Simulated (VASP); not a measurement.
# Ba3Sm (I4/mmm) in VASP: a series of runs

Runs on Ba3Sm. Level: PBEsol. Tasks: single point.

Everything below comes from runs of VASP 6.6.1. Logs are shortened: lines on timing, memory, paths and dates and some standing lists are left out, and cuts for length are marked.

**1. The structure**

The structure is tetragonal, space group I4/mmm (No. 139). Conventional cell: a = 5.981 Å, b = 5.981 Å, c = 11.851 Å, α = 90.00°, β = 90.00°, γ = 90.00°. Sm (site symmetry 4/mmm) has 12 Ba at 4.21 to 4.23 Å as nearest neighbours. Ba (site symmetry 4/mmm) is surrounded by 8 Ba at 4.21 Å and 4 Sm at 4.23 Å. Ba (site symmetry -4m2) has 4 Sm at 4.21 Å and 8 Ba at 4.21 to 4.23 Å as nearest neighbours.

The cell comes from a database or a generator and needn't be the stable form of this composition.

**2. Single point, PBEsol, collinear spin, ferromagnetic start**

The input, INCAR:

```
SYSTEM = Ba3Sm
  PREC = Accurate
  ENCUT = 520
  EDIFF = 1E-6
  ISMEAR = 0
  SIGMA = 0.1
  LREAL = .FALSE.
  LASPH = .TRUE.
  NELM = 100
  ALGO = Normal
  ISIF = 2
  LWAVE = .FALSE.
  LCHARG = .FALSE.
  ISPIN = 2
  MAGMOM = 5 0 0 0
  LORBIT = 11
  LMAXMIX = 6
  GGA = PS
  NBANDS = 35
```

The input, KPOINTS:

```
Automatic mesh
0
G
  6 6 6
  0 0 0
```

The input, POSCAR:

```
Ba3Sm
7.2801
   -0.410796829714      0.410796829714      0.813933737174
    0.410796829714     -0.410796829714      0.813933737174
    0.410796829714      0.410796829714     -0.813933737174
Sm Ba
1 3
Direct
    0.0000000000      0.0000000000      0.0000000000
    0.5000000000      0.5000000000      0.0000000000
    0.2500000000      0.7500000000      0.5000000000
    0.7500000000      0.2500000000      0.5000000000
```

Potentials or basis: VASP PAW PBE potentials, release 64 (Sm, Ba_sv).

On the command line:

```sh
cat potpaw_PBE.64/Sm/POTCAR potpaw_PBE.64/Ba_sv/POTCAR > POTCAR
mpirun -np 1 vasp_std > vasp.out
```

OUTCAR:

```text
SYSTEM = Ba3Sm
   PREC = Accurate
   ENCUT = 520
   EDIFF = 1E-6
   ISMEAR = 0
   LREAL = .FALSE.
   LASPH = .TRUE.
   NELM = 100
   ISIF = 2
   ISPIN = 2
   LORBIT = 11
   GGA = PS

 ion  position               nearest neighbor table
   1  0.000  0.000  0.000-
   2  0.500  0.500  0.000-   3 4.21   4 4.21   3 4.21   4 4.21   3 4.21   4 4.21   3 4.21   4 4.21

   3  0.250  0.750  0.500-   2 4.21   2 4.21   2 4.21   2 4.21   4 4.23   4 4.23   4 4.23   4 4.23

   4  0.750  0.250  0.500-   2 4.21   2 4.21   2 4.21   2 4.21   3 4.23   3 4.23   3 4.23   3 4.23

  LATTYP: Found a body centered tetragonal cell.
 ALAT       =     5.9812840000
 C/A-ratio  =     1.9813535020

  Lattice vectors:

 A1 = (  -2.9906420000,   2.9906420000,   5.9255190000)
 A2 = (   2.9906420000,  -2.9906420000,   5.9255190000)
 A3 = (   2.9906420000,   2.9906420000,  -5.9255190000)

Analysis of symmetry for initial positions (statically):
=====================================================================
 Subroutine PRICEL returns:
 Original cell was already a primitive cell.

 Routine SETGRP: Setting up the symmetry group for a
 body centered tetragonal supercell.

 Subroutine GETGRP returns: Found 16 space group operations
 (whereof 16 operations were pure point group operations)
 out of a pool of 16 trial point group operations.

The static configuration has the point symmetry D_4h.

Analysis of symmetry for dynamics (positions and initial velocities):
=====================================================================
 Subroutine PRICEL returns:
 Original cell was already a primitive cell.

 Routine SETGRP: Setting up the symmetry group for a
 body centered tetragonal supercell.

 Subroutine GETGRP returns: Found 16 space group operations
 (whereof 16 operations were pure point group operations)
 out of a pool of 16 trial point group operations.

The dynamic configuration has the point symmetry D_4h.

Analysis of structural, dynamic, and magnetic symmetry:
=====================================================================
 Subroutine PRICEL returns:
 Original cell was already a primitive cell.

 Routine SETGRP: Setting up the symmetry group for a
 body centered tetragonal supercell.

 Subroutine GETGRP returns: Found 16 space group operations
 (whereof 16 operations were pure point group operations)
 out of a pool of 16 trial point group operations.

The overall configuration has the point symmetry D_4h.

 Subroutine INISYM returns: Found 16 space group operations
 (whereof 16 operations are pure point group operations),
 and found     1 'primitive' translations

----------------------------------------------------------------------------------------

                                     Primitive cell

  volume of cell :     211.9899

  direct lattice vectors                    reciprocal lattice vectors
    -2.990642000  2.990642000  5.925519000     0.000000000  0.167188182  0.084380794
     2.990642000 -2.990642000  5.925519000     0.167188182  0.000000000  0.084380794
     2.990642000  2.990642000 -5.925519000     0.167188182  0.167188182  0.000000000

  length of vectors
     7.280086165  7.280086165  7.280086165     0.187275217  0.187275217  0.236439795

  position of ions in fractional coordinates (direct lattice)
     0.000000000  0.000000000  0.000000000
     0.500000000  0.500000000  0.000000000
     0.250000000  0.750000000  0.500000000
     0.750000000  0.250000000  0.500000000

  ion indices of the primitive-cell ions
   primitive index   ion index
                 1           1
                 2           2
                 3           3
                 4           4

----------------------------------------------------------------------------------------

 KPOINTS: Automatic mesh

Automatic generation of k-mesh.
 Grid dimensions read from file:
 generate k-points for:    6    6    6

 Generating k-lattice:

  Cartesian coordinates                     Fractional coordinates (reciprocal lattice)
     0.000000000  0.027864697  0.014063466     0.166666667  0.000000000 -0.000000000
     0.027864697  0.000000000  0.014063466     0.000000000  0.166666667 -0.000000000
     0.027864697  0.027864697  0.000000000     0.000000000  0.000000000  0.166666667

  Length of vectors
     0.031212536  0.031212536  0.039406632

  Shift w.r.t. Gamma in fractional coordinates (k-lattice)
     0.000000000  0.000000000  0.000000000

 Subroutine IBZKPT returns following result:
 ===========================================

 Found     30 irreducible k-points:

 Following reciprocal coordinates:
            Coordinates               Weight
  0.000000  0.000000  0.000000      1.000000
  0.166667  0.000000 -0.000000      8.000000
  0.333333  0.000000 -0.000000      8.000000
  0.500000  0.000000  0.000000      4.000000
  0.166667  0.166667  0.000000      8.000000
  0.333333  0.166667  0.000000     16.000000
[... 16 lines left out ...]
 -0.333333 -0.333333  0.166667      8.000000
 -0.166667 -0.333333  0.166667      8.000000
 [... further k-points ...]
   k-points           NKPTS =     30   k-points in BZ     NKDIM =     30   number of bands    NBANDS=     35
   number of dos      NEDOS =    301   number of ions     NIONS =      4
   total plane-waves  NPLWV = 157464
   dimension x,y,z NGX =    54 NGY =   54 NGZ =   54
   dimension x,y,z NGXF=   108 NGYF=  108 NGZF=  108
   ions per type =               1   3
   NGX,Y,Z   is equivalent  to a cutoff of  12.33, 12.33, 12.33 a.u.
   NGXF,Y,Z  is equivalent  to a cutoff of  24.66, 24.66, 24.66 a.u.
 SYSTEM =  Ba3Sm
   PREC   = accura    normal or accurate (medium, high low for compatibility)
   ISTART =      0    job   : 0-new  1-cont  2-samecut
   ICHARG =      2    charge: 1-file 2-atom 10-const
   ISPIN  =      2    spin polarized calculation?
   LNONCOLLINEAR =      F non collinear calculations
   LSORBIT =      F    spin-orbit coupling
   LASPH  =      T    aspherical Exc in radial PAW
   ENCUT  =  520.0 eV  38.22 Ry    6.18 a.u.  13.54 13.54 13.54*2*pi/ulx,y,z
   NELM   =    100;   NELMIN=  2; NELMDL= -5     # of ELM steps
   EDIFF  = 0.1E-05   stopping-criterion for ELM
[... 8 lines left out ...]
   TEBEG  =    0.0;   TEEND  =   0.0 temperature during run
   PSTRESS=    0.0 pullay stress
   NELECT =      46.0000    total number of electrons
   NUPDOWN=      -1.0000    fix difference up-down
   EMIN   =  10.00;   EMAX   =-10.00  energy-range for DOS
   EFERMI =   0.00;   METHOD = LEGACY
   ISMEAR =     0;   SIGMA  =   0.10  broadening in eV -4-tet -1-fermi 0-gaus
   EFERMI_NEDOS =   21; number of points for ismear=-14 and -15
   IALGO  =     38    algorithm
   IMIX   =      4    mixing-type and parameters
     AMIX     =   0.40;   BMIX     =  1.00
     AMIX_MAG =   1.60;   BMIX_MAG =  1.00
  volume/ion in A,a.u.               =      53.00       357.64
  Fermi-wavevector in a.u.,A,eV,Ry     =   0.983760  1.859036 13.167489  0.967783
  Thomas-Fermi vector in A             =   2.114942
   LORBIT       =     11    0 simple, 1 ext, 2 COOP (PROOUT), +10 PAW based schemes
   GGA     = PS    functional components
   LHFCALC =     F    Hartree Fock is set to
   AEXX    =    0.0000 exact exchange contribution
   IVDW    =     0    specifies the selected vdW correction
   LEPSILON=     F    determine dielectric tensor
   LRPA    =     F    only Hartree local field effects (RPA)
 spin polarized calculation
 Gauss-broadening in eV      SIGMA  =   0.10
  energy-cutoff  :      520.00
  volume of cell :      211.99
 maximum number of plane-waves:      5735
   NGX = 27   NGY = 27   NGZ = 27

 number of electron      45.9999999 magnetization       6.7261566

 Free energy of the ion-electron system (eV)
  ---------------------------------------------------
  ext. energy  EPLUGINS =         0.00000000
  ---------------------------------------------------
  free energy    TOTEN  =       -15.62282734 eV

  energy without entropy =      -15.49748808  energy(sigma->0) =      -15.56015771

 E-fermi :   1.9648     XC(G=0):  -8.0901

 val. band max:        1.9639361625   @ k =  -0.3333   0.5000   0.3333
 cond. band min:       1.9671133285   @ k =   0.1667   0.0000  -0.0000
 fundamental gap:      0.0031771660
 Fermi energy:         1.9647809506

 spin component 1

 k-point     1 :       0.0000    0.0000    0.0000
  band No.  band energies     occupation
      1     -38.2812      1.00000
      2     -26.6241      1.00000
      3     -26.5420      1.00000
      4     -26.5298      1.00000
      5     -17.9544      1.00000
      6     -17.9544      1.00000
[... 27 lines left out ...]
     34       3.7388      0.00000
     35       3.9381      0.00000

 k-point     2 :       0.1667    0.0000   -0.0000
  band No.  band energies     occupation
      1     -38.2812      1.00000
      2     -26.6182      1.00000
      3     -26.5443      1.00000
      4     -26.5335      1.00000
      5     -17.9547      1.00000
      6     -17.9543      1.00000
[... 27 lines left out ...]
     34       3.8660      0.00000
     35       3.9076      0.00000

 k-point     3 :       0.3333    0.0000   -0.0000
  band No.  band energies     occupation
      1     -38.2812      1.00000
      2     -26.6037      1.00000
      3     -26.5505      1.00000
      4     -26.5418      1.00000
      5     -17.9553      1.00000
      6     -17.9540      1.00000
[... 27 lines left out ...]
     34       3.0789      0.00000
     35       3.9438      0.00000
[... 723 lines left out ...]
 k-point    23 :      -0.3333   -0.3333    0.1667
  band No.  band energies     occupation
      1     -38.2812      1.00000
      2     -26.5976      1.00000
      3     -26.5619      1.00000
      4     -26.5368      1.00000
      5     -17.9551      1.00000
      6     -17.9546      1.00000
[... 27 lines left out ...]
     34       3.4774      0.00000
     35       3.9793      0.00000

 k-point    24 :      -0.1667   -0.3333    0.1667
  band No.  band energies     occupation
      1     -38.2812      1.00000
      2     -26.6084      1.00000
      3     -26.5543      1.00000
      4     -26.5335      1.00000
      5     -17.9548      1.00000
      6     -17.9544      1.00000
[... 27 lines left out ...]
     34       3.4907      0.00000
     35       3.9768      0.00000

 [... further k-points ...]

 spin component 2

 k-point     1 :       0.0000    0.0000    0.0000
  band No.  band energies     occupation
      1     -35.5975      1.00000
      2     -26.5993      1.00000
      3     -26.5182      1.00000
      4     -26.5060      1.00000
      5     -15.9578      1.00000
      6     -15.9547      1.00000
[... 27 lines left out ...]
     34       5.8046      0.00000
     35       5.8400      0.00000

 k-point     2 :       0.1667    0.0000   -0.0000
  band No.  band energies     occupation
      1     -35.5975      1.00000
      2     -26.5935      1.00000
      3     -26.5204      1.00000
      4     -26.5097      1.00000
      5     -15.9574      1.00000
      6     -15.9551      1.00000
[... 27 lines left out ...]
     34       5.7372      0.00000
     35       5.8216      0.00000

 k-point     3 :       0.3333    0.0000   -0.0000
  band No.  band energies     occupation
      1     -35.5975      1.00000
      2     -26.5792      1.00000
      3     -26.5266      1.00000
      4     -26.5179      1.00000
      5     -15.9571      1.00000
      6     -15.9554      1.00000
[... 27 lines left out ...]
     34       5.6334      0.00000
     35       5.8738      0.00000
[... 723 lines left out ...]
 k-point    23 :      -0.3333   -0.3333    0.1667
  band No.  band energies     occupation
      1     -35.5975      1.00000
      2     -26.5731      1.00000
      3     -26.5378      1.00000
      4     -26.5130      1.00000
      5     -15.9562      1.00000
      6     -15.9555      1.00000
[... 27 lines left out ...]
     34       5.7741      0.00000
     35       5.7968      0.00000

 k-point    24 :      -0.1667   -0.3333    0.1667
  band No.  band energies     occupation
      1     -35.5975      1.00000
      2     -26.5838      1.00000
      3     -26.5304      1.00000
      4     -26.5097      1.00000
      5     -15.9561      1.00000
      6     -15.9550      1.00000
[... 27 lines left out ...]
     34       5.7225      0.00000
     35       5.8319      0.00000

 [... further k-points ...]

------------------------ aborting loop because EDIFF is reached ----------------------------------------

  FORCE on cell =-STRESS in cart. coord.  units (eV):
  Direction    XX          YY          ZZ          XY          YZ          ZX
  --------------------------------------------------------------------------------------
  -------------------------------------------------------------------------------------
  Total       -0.9460394     -0.9460394     -0.9032625      0.0000000     -0.0000000      0.0000000
  in kB       -7.1499755     -7.1499755     -6.8266768      0.0000000     -0.0000000      0.0000000
  external PRESSURE =      -7.0422092 kB  Pullay stress =       0.0000000 kB

 VOLUME and BASIS-vectors are now :
 -----------------------------------------------------------------------------
  energy-cutoff  :      520.00
  volume of cell :      211.99
      direct lattice vectors                 reciprocal lattice vectors
    -2.990642000  2.990642000  5.925519000     0.000000000  0.167188182  0.084380794
     2.990642000 -2.990642000  5.925519000     0.167188182  0.000000000  0.084380794
     2.990642000  2.990642000 -5.925519000     0.167188182  0.167188182  0.000000000

 POSITION                                       TOTAL-FORCE (eV/Angst)
 -----------------------------------------------------------------------------------
      0.00000      0.00000      0.00000         0.000000      0.000000     -0.000000
      0.00000      0.00000      5.92552         0.000000      0.000000     -0.000000
      2.99064     -0.00000      2.96276         0.000000     -0.000000      0.000000
     -0.00000      2.99064      2.96276        -0.000000      0.000000      0.000000
 -----------------------------------------------------------------------------------
    total drift:                               -0.000000      0.000000      0.000000

  FREE ENERGIE OF THE ION-ELECTRON SYSTEM (eV)
  ---------------------------------------------------
  free  energy   TOTEN  =       -15.6228273386 eV

  energy  without entropy=      -15.4974880821  energy(sigma->0) =      -15.56015771

 total charge

# of ion       s       p       d       f       tot
--------------------------------------------------
    1        2.072   5.608   0.257   5.615  13.552
    2        2.074   5.520   0.345   0.000   7.938
    3        2.073   5.521   0.345   0.000   7.939
    4        2.073   5.521   0.345   0.000   7.939
--------------------------------------------------
tot          8.292  22.169   1.291   5.615  37.367

 magnetization (x)

# of ion       s       p       d       f       tot
--------------------------------------------------
    1       -0.004  -0.080   0.108   5.612   5.637
    2        0.000   0.003   0.051   0.000   0.054
    3        0.001   0.002   0.050   0.000   0.053
    4        0.001   0.002   0.050   0.000   0.053
--------------------------------------------------
tot         -0.002  -0.072   0.258   5.612   5.796
```

It took 22 min on 1 thread of Intel Xeon 6975P-C (Granite Rapids), shared host; peak memory 0.75 GiB.

What came out:

```
Free energy                                           : -15.6228 eV
Pressure                                              : -0.7 GPa
Band gap on the k mesh                                : none (metal or under the smearing width)
Net moment                                            : 6.73 μB per cell
Site moments                                          : Sm +5.64; Ba +0.05 μB
Valence electrons inside the program's atomic spheres : Sm 13.55; Ba 7.94
```

Caveat: the magnetic or orbital state may not be the lowest; the PAW data sets were made with another functional, which shifts forces and pressure a little; spin-orbit coupling is left out, which moves the levels of the heavy elements; without U or exact exchange the open f shell lies at the Fermi level, which spoils levels, moments and volumes.

**3. Single point, PBEsol, collinear spin, ferromagnetic start**

The input, run.py:

```python
from ase.calculators.vasp import Vasp
from ase.dft.bandgap import bandgap
from ase.spacegroup import crystal

atoms = crystal(
    ['Sm', 'Ba', 'Ba'],
    basis=[[0.0, 0.0, 0.0], [0.5, 0.5, 0.0], [0.5, 0.0, 0.25]],
    spacegroup=139,
    setting=1,
    cellpar=[5.981284, 5.981284, 11.851038, 90.0, 90.0, 90.0],
    primitive_cell=True,
)
atoms.set_initial_magnetic_moments([5.0, 0.0, 0.0, 0.0])
calc = Vasp(
    directory='calc',
    xc='pbesol',
    pp='PBE',
    setups={'base': 'minimal'},
    prec='Accurate',
    encut=520,
    ediff=1e-07,
    ismear=0,
    sigma=0.1,
    lreal=False,
    lasph=True,
    nelm=150,
    algo='Normal',
    isif=2,
    lwave=False,
    lcharg=False,
    ispin=2,
    lorbit=11,
    lmaxmix=6,
    kpts=[6, 6, 6],
    gamma=True,
)
atoms.calc = calc

print('energy (eV):', atoms.get_potential_energy())
print('free energy (eV):', atoms.get_potential_energy(force_consistent=True))
print('forces (eV/A):')
print(atoms.get_forces())
print('stress (eV/A^3, Voigt):', atoms.get_stress())
print('Fermi level (eV):', calc.get_fermi_level())
print('moment (muB):', atoms.get_magnetic_moment())
print('site moments (muB):', atoms.get_magnetic_moments())
gap, top, bottom = bandgap(calc)
print('band gap (eV):', gap, 'from (spin, k, band)', top, 'to', bottom)
```

Potentials or basis: VASP PAW PBE potentials, release 64 (Sm, Ba_sv).

On the command line:

```sh
python run.py
```

Wall time 27 min (1 thread of Intel Xeon 6975P-C (Granite Rapids), shared host); peak memory 0.74 GiB.

Results (log left out):

| Property | Result |
| --- | --- |
| Free energy | -15.6426 eV |
| Pressure | -0.1 GPa |
| Band gap on the k mesh | none (metal or under the smearing width) |
| Net moment | 6.73 μB per cell |
| Site moments | Sm +5.67; Ba +0.05 μB |
| Valence electrons inside the program's atomic spheres | Sm 13.59; Ba 7.93 |

Levels at points of the mesh, in eV from the Fermi level:
Spin up:
| k point | band 23 | band 24 | band 25 | band 26 | band 27 | band 28 | band 29 | band 30 |
| --- | --- | --- | --- | --- | --- | --- | --- | --- |
| (0.00, 0.00, 0.00) | -0.18 | -0.14 | -0.11 | -0.04 | -0.04 | -0.02 | 0.59 | 0.59 |
| (0.50, 0.00, 0.00) | -0.14 | -0.09 | -0.03 | 0.01 | 0.11 | 0.18 | 0.38 | 0.44 |
| (0.50, 0.50, 0.00) | -0.18 | -0.17 | -0.06 | -0.05 | -0.02 | 0.59 | 0.72 | 0.77 |
| (0.50, 0.50, 0.50) | -0.30 | -0.22 | -0.19 | -0.19 | -0.10 | -0.01 | -0.01 | 0.32 |
Spin down:
```
           k point  band 18  band 19  band 20  band 21  band 22  band 23
(0.00, 0.00, 0.00)    -0.90    -0.18    -0.14     0.16     0.81     0.81
(0.50, 0.00, 0.00)    -1.13     0.08     0.36     0.43     0.59     0.64
(0.50, 0.50, 0.00)    -0.82    -0.44    -0.35     0.83     0.96     1.11
(0.50, 0.50, 0.50)    -1.43    -0.96    -0.78    -0.12    -0.12     0.61
```

Caveat: the magnetic or orbital state may not be the lowest; the PAW data sets were made with another functional, which shifts forces and pressure a little; spin-orbit coupling is left out, which moves the levels of the heavy elements; without U or exact exchange the open f shell lies at the Fermi level, which spoils levels, moments and volumes. The state reached can hang on the start; a lower one may exist.
